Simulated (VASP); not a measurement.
Data:

```xyz
6
Lattice="4.1717 0.0000 0.0000 0.0000 4.1717 0.0000 0.0000 0.0000 2.6756" Properties=species:S:1:pos:R:3 pbc="T T T"
Si     4.1717     0.0000     0.0000
Si     2.0858     2.0858     1.3378
O      1.2739     1.2739     0.0000
O      3.3598     0.8119     1.3378
O      0.8119     3.3598     1.3378
O      2.8977     2.8977     0.0000
```

All values below come from PBE GGA, VASP's PBE PAW potentials (set 64) (plane waves; VASP). Run with 620 eV cut-off, 5×5×8 Γ-centred mesh, Gaussian smearing of 0.050 eV, potentials Si O.

Energy and stress use the plane-wave basis of the starting cell.

Task: The ions, cell shape and volume at an external pressure of 20.0 GPa are relaxed. What does this cell relax into?

Result: 
```xyz
6
Lattice="4.1245 0.0000 0.0000 0.0000 4.1245 0.0000 0.0000 0.0000 2.6583" Properties=species:S:1:pos:R:3 pbc="T T T"
Si     4.1245     0.0000     0.0000
Si     2.0623     2.0623     1.3291
O      1.2552     1.2552     0.0000
O      3.3174     0.8071     1.3291
O      0.8071     3.3174     1.3291
O      2.8693     2.8693     0.0000
```
Space group P4_2/mnm (136), at a tolerance of 0.03 Å.

Task: How do energy and volume change from the first to the last step?

Result: The energy (σ→0) changes by +20.5 meV/atom and the volume by -2.9 %, in 7 ionic steps.

```csv
step,E(σ→0) (eV),max force (eV/Å),pressure (GPa),volume (Å³)
1,-46.2792,0.015,9.96,46.56
2,-45.8164,0.476,38.12,43.36
3,-46.1624,0.184,19.90,45.30
4,-46.1593,0.188,20.11,45.27
5,-46.1484,0.073,20.17,45.16
6,-46.1514,0.018,20.15,45.19
7,-46.1560,0.000,19.79,45.22
```

The compound is SiO2 in the rutile structure, stishovite, a high-pressure form. This run relaxes it under an external pressure of 20 GPa. Symmetry was kept, so distortions that lower it aren't found.
